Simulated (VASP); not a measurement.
Input of a VASP 6.6.1 run:

File INCAR:

```
SYSTEM = CrTe2
PREC     = Accurate       ! precision mode
ENCUT    = 600            ! plane-wave cutoff, eV
EDIFF    = 1E-6           ! SCF threshold, eV
ISMEAR   = -1             ! smearing method
SIGMA    = 0.05           ! smearing width, eV
LREAL    = .False.        ! projectors in reciprocal space
LASPH    = .True.         ! aspherical terms in the spheres
NELM     = 100            ! most SCF steps
ALGO     = Fast           ! electronic algorithm
ISIF     = 3              ! what is computed and relaxed
LWAVE    = .False.        ! write WAVECAR
LCHARG   = .False.        ! write CHGCAR
ISPIN    = 2              ! spin polarisation
MAGMOM   = 3 0 0          ! initial moments
LORBIT   = 11             ! projections on sites
LMAXMIX  = 4              ! l up to which the mixer works
IBRION   = 2              ! ionic algorithm
NSW      = 40             ! ionic steps
EDIFFG   = -0.01          ! ionic threshold
```

Contents of KPOINTS:

```
Automatic mesh
0
Gamma
  12 12 8
  0 0 0
```

Contents of POSCAR:

```
CrTe2
1.0
    3.8100000000      0.0000000000      0.0000000000
   -1.9050000000      3.2995567884      0.0000000000
    0.0000000000      0.0000000000      6.1300000000
Cr Te
1 2
Direct
    0.0000000000      0.0000000000      0.0000000000
    0.3333333333      0.6666666667      0.2530000000
    0.6666666667      0.3333333333      0.7470000000
```

Potentials or basis: VASP PAW LDA potentials, release 64 (Cr_pv, Te).

The run is started by

```console
$ cat potpaw_LDA.64/Cr_pv/POTCAR potpaw_LDA.64/Te/POTCAR > POTCAR
$ mpirun -np 1 vasp_std > vasp.out
```

Problem. Predict the relaxed volume.

Solution. 23.29 Å³/atom.

Problem. Estimate the net moment.

Solution. 2.29 μB per cell.

Problem. Estimate the space group after relaxing (to 0.05 Å).

Solution. P-3m1 (No. 164).

Final structure:
```xyz
3
Lattice="3.7006 0.0000 0.0000 -1.8503 3.2048 0.0000 0.0000 0.0000 5.8911" Properties=species:S:1:pos:R:3 pbc="T T T"
Cr    0.0000    0.0000    0.0000
Te    0.0000    2.1366    1.5250
Te    1.8503    1.0683    4.3660
```

Caveat: a cell with one magnetic atom can't hold antiferromagnetic order, which such compounds often take. Spin-orbit coupling is left out, which matters for the levels of Te.
